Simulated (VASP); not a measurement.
```yaml
crystal:
  lattice:
    - [0.00000, 2.54500, 2.54500]
    - [2.54500, 0.00000, 2.54500]
    - [2.54500, 2.54500, 0.00000]
  atoms:
    - { symbol: Zr, position: [0.00000, 0.00000, 0.00000] }
    - { symbol: O, position: [0.25000, 0.25000, 0.25000] }
    - { symbol: O, position: [0.75000, 0.75000, 0.75000] }
```

The base run (VASP): PBE GGA, plane waves, VASP's PBE PAW potentials (set 64). Settings: 520 eV cut-off, 7×7×7 Γ-centred mesh, Gaussian smearing of 0.050 eV, potentials Zr_sv O.

One setting is varied; ΔE counts from the most expensive setting. The base run took about 7 core-seconds. Costs are core time on shared hosts, one run each; read them as rough ratios.

Pressures at a finite cut-off, here 520 eV, hold a Pulay part, which wasn't tested here.

| setting | cost over the base run | electronic steps | ΔE (meV/atom) | pressure (GPa) |
|---|---|---|---|---|
| KGAMMA = .FALSE., KSPACING = 0.8, KPOINTS file removed | about 1/2 | 14 | 1.4 | 3.96 |
| KGAMMA = .TRUE., KSPACING = 0.4, KPOINTS file removed | within a factor of 2 | 14 | 0.0 | 4.01 |
| KGAMMA = .TRUE., KSPACING = 0.35, KPOINTS file removed | within a factor of 2 | 14 | 0.0 | 4.01 |
| base run | reference | 14 | 0.0 | 4.01 |
| KGAMMA = .FALSE., KSPACING = 0.25, KPOINTS file removed | within a factor of 2 | 14 | 0.0 | 4.01 |
| KGAMMA = .TRUE., KSPACING = 0.16, KPOINTS file removed | about 4 times | 14 | 0.0 | 4.00 |

Left out are runs that failed, have no time on record or changed the cell.

The compound is ZrO2 in the fluorite structure, the high-temperature cubic form, which is unstable at 0 K; the monoclinic form is the stable one. The cell was not relaxed at this level.
